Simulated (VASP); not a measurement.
TiC:

```xyz
2
Lattice="0.0000 2.1593 2.1593 2.1593 0.0000 2.1593 2.1593 2.1593 0.0000" Properties=species:S:1:pos:R:3 pbc="T T T"
Ti    0.0000    0.0000    0.0000
C     2.1593    2.1593    2.1593
```

| Property | Result |
| --- | --- |
| Program | VASP 6.6.1 |
| Task | relaxation of cell and atoms |
| Functional | PBEsol |
| Potentials or basis | VASP PAW PBE potentials, release 64 (Ti_sv, C) |
| Cutoff | 600 eV |
| k mesh | 14 × 14 × 14 |
| Occupations | methfessel-paxton, width 0.1 eV |
| Spin | no spin polarisation |

At the start: pressure -4.4 GPa; volume 10.07 Å³/atom.

Task: How do energy, volume and symmetry change on relaxing?

Result: Over 3 steps the energy falls by 2.4 meV/atom and the volume is 9.90 Å³/atom (-1.7 %); space group Fm-3m (No. 225, to 0.05 Å).

Step by step:
| step | energy change (eV) | largest force (eV/Å) | pressure (GPa) | volume (Å³) |
| --- | --- | --- | --- | --- |
| 1 | 0.0000 | 0.0000 | -4.41 | 20.14 |
| 2 | 0.0042 | 0.0000 | 6.42 | 19.34 |
| 3 | -0.0048 | 0.0000 | -0.02 | 19.80 |

Final structure:
```yaml
crystal:
  lattice:
    - [0.00000, 2.14711, 2.14711]
    - [2.14711, 0.00000, 2.14711]
    - [2.14711, 2.14711, 0.00000]
  atoms:
    - { symbol: Ti, position: [0.00000, 0.00000, 0.00000] }
    - { symbol: C, position: [0.50000, 0.50000, 0.50000] }
```

Caveat: the PAW data sets were made with another functional, which shifts forces and pressure a little.
